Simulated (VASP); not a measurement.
Elastic constants (GPa) of a crystal from LDA (Ceperley-Alder, Perdew-Zunger), VASP's LDA PAW potentials (set 64) (VASP 6.6.1):

|  | xx | yy | zz | yz | xz | xy |
|---|---|---|---|---|---|---|
| xx | 58.2 | 41.6 | 41.6 | 0.0 | 0.0 | 0.0 |
| yy | 41.6 | 58.2 | 41.6 | 0.0 | 0.0 | 0.0 |
| zz | 41.6 | 41.6 | 58.2 | 0.0 | 0.0 | 0.0 |
| yz | 0.0 | 0.0 | 0.0 | 22.2 | 0.0 | 0.0 |
| xz | 0.0 | 0.0 | 0.0 | 0.0 | 22.2 | 0.0 |
| xy | 0.0 | 0.0 | 0.0 | 0.0 | 0.0 | 22.2 |

Finite-difference elastic constants of metals are sensitive to mesh and smearing; shear constants can be off by tens of GPa.

Q: Work out the Voigt, Reuss and Hill moduli, Young's modulus and Poisson's ratio.

A: All eigenvalues are positive (smallest 16.6 GPa), so the crystal is stable. K_V = (C11+C22+C33+2(C12+C13+C23))/9 = (174.6 + 2×124.8)/9 = 47.1 GPa; G_V = (174.6 − 124.8 + 3×66.6)/15 = 16.6 GPa. From the compliances, K_R = 47.1 GPa and G_R = 13.3 GPa. Hill: K = 47.1 GPa, G = 15.0 GPa, E = 9KG/(3K+G) = 40.6 GPa, ν = (3K−2G)/(2(3K+G)) = 0.356. K/G = 3.15, above Pugh's 1.75; universal anisotropy A^U = 1.26.

Q: With a density of 8.13 g/cm³, what are the mean sound speeds?

A: v_l = √((K+4G/3)/ρ) = 2.87 km/s and v_t = √(G/ρ) = 1.36 km/s. The crystal is HgTe (space group F-43m), cubic.

The structure comes from a computed database's HgTe entry (F-43m); how it stands against other phases isn't given here. It was relaxed first, which changed the volume by -6 %.
